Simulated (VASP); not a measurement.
Runs of VASP 6.6.1 on Si5Ru. All rows change the cell; the cell of one of them follows. The structure is hexagonal, space group P6/mmm (No. 191). Conventional cell: a = 4.714 Å, b = 4.714 Å, c = 4.727 Å, α = 90.00°, β = 90.00°, γ = 120.00°. Around Si (site symmetry mmm) lie 4 Si at 2.36 Å. Around Si (site symmetry -6m2) lie 9 Si at 2.72 to 2.73 Å and 3 Ru at 2.72 Å. Around Ru (site symmetry 6/mmm) lie 6 Si at 2.72 Å. The cell was built by a generator and needn't be a form met in nature.

```tsv
task	cell	k mesh	cutoff (eV)	gap on the mesh (eV)	pressure (GPa)	relaxed volume (Å³/atom)
single point	random cell by space group and Wyckoff sites (P6/mmm, No. 191)	9 × 9 × 8	520	none	-0.1	-
single point	random cell by space group and Wyckoff sites (P6/mmm, No. 191)	6 × 6 × 4	520	none	0.2	-
relaxation of cell and atoms	relaxed from: random cell by space group and Wyckoff sites (P6/mmm, No. 191)	9 × 9 × 8	600	none	0.0	15.15
relaxation of cell and atoms	relaxed from: random cell by space group and Wyckoff sites (P6/mmm, No. 191)	6 × 6 × 4	600	none	0.1	(a)
```

Alike in all rows: level PBE; potentials or basis VASP PAW PBE potentials, release 64 (Si, Ru_pv); no spin polarisation; smearing gaussian 0.1 eV.

Task: Estimate the missing entries.

Result: (a) 15.12.

A k mesh can miss the band edges, and the runs leave out spin-orbit coupling on Ru.

A gap of «none» marks a metal or a gap under the smearing width.
